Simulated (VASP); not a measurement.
Hg3ZnTe4 (ordered alloy cell): computed properties

Calculation: PBEsol GGA, VASP's PBE PAW potentials (set 64) (plane waves; VASP 6.6.1).

```yaml
space_group: Amm2 (38)
cell: a = 4.5194 Å, b = 9.0575 Å, c = 12.8465 Å, α = 90.00°, β = 90.00°, γ = 90.00°
volume_per_atom: 32.87 Å^3/atom
band gap (over mesh and band path): none (metal, semimetal or under 0.01 eV)
density: 7.44 g/cm³
```

```cif
data_Hg3Te4Zn
_chemical_formula_sum 'Zn1 Te4 Hg3'
_space_group_name_H-M_alt 'P 1'
_space_group_IT_number 1
_cell_length_a 9.06600
_cell_length_b 9.06600
_cell_length_c 4.51938
_cell_angle_alpha 60.099
_cell_angle_beta 60.099
_cell_angle_gamma 59.938
loop_
_space_group_symop_operation_xyz
  'x, y, z'
loop_
_atom_site_label
_atom_site_type_symbol
_atom_site_fract_x
_atom_site_fract_y
_atom_site_fract_z
_atom_site_occupancy
Zn1 Zn 0.00096 0.00096 0.99808 1
Te1 Te 0.11488 0.11488 0.27025 1
Te2 Te 0.11970 0.64151 0.23879 1
Te3 Te 0.64151 0.11970 0.23879 1
Te4 Te 0.62535 0.62535 0.24930 1
Hg1 Hg 0.00332 0.49643 0.00025 1
Hg2 Hg 0.49643 0.00332 0.00025 1
Hg3 Hg 0.49786 0.49786 0.00429 1
```

Unless said otherwise, spin-orbit coupling is left out, though it shifts the bands of the heavy elements here.

The structure was generated: Hg3ZnTe4 was put into an ordered model structure (Amm2), which need not be its known phase. It was relaxed first. Symmetry was kept, so distortions that lower it aren't found.
